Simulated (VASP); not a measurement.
Data:

```
Be3ZnTe4
1.0
    5.73010     0.00000     0.00000
    0.00000     5.73010     0.00000
    0.00000     0.00000     5.73010
Zn Te Be
1 4 3
Direct
  0.00000   0.00000   0.00000
  0.26015   0.26015   0.26015
  0.73985   0.73985   0.26015
  0.73985   0.26015   0.73985
  0.26015   0.73985   0.73985
  0.50000   0.50000   0.00000
  0.50000   0.00000   0.50000
  0.00000   0.50000   0.50000
```

Computed with PBEsol GGA, VASP's PBE PAW potentials (set 64) (plane waves; VASP 6.6.1). Run with 400 eV cut-off, 5×5×5 Γ-centred mesh, tetrahedra with Blöchl corrections, potentials Zn Te Be.

Unless said otherwise, spin-orbit coupling is left out, though it shifts the bands of the heavy elements here.

### Question
Estimate the energy per atom (σ→0), band gap (on the k-mesh) with the smallest direct gap where there is one.

### Answer

```json
{
  "band gap (on the k-mesh)": "1.79 eV",
  "smallest direct gap (on the k-mesh)": "1.79 eV",
  "energy per atom (σ→0)": "-3.804 eV/atom"
}
```

Total energies compare only between runs with the same potentials, cut-off and functional.

The structure was generated: Be3ZnTe4 was put into an ordered model structure (P-43m), which need not be its known phase. It was relaxed first.
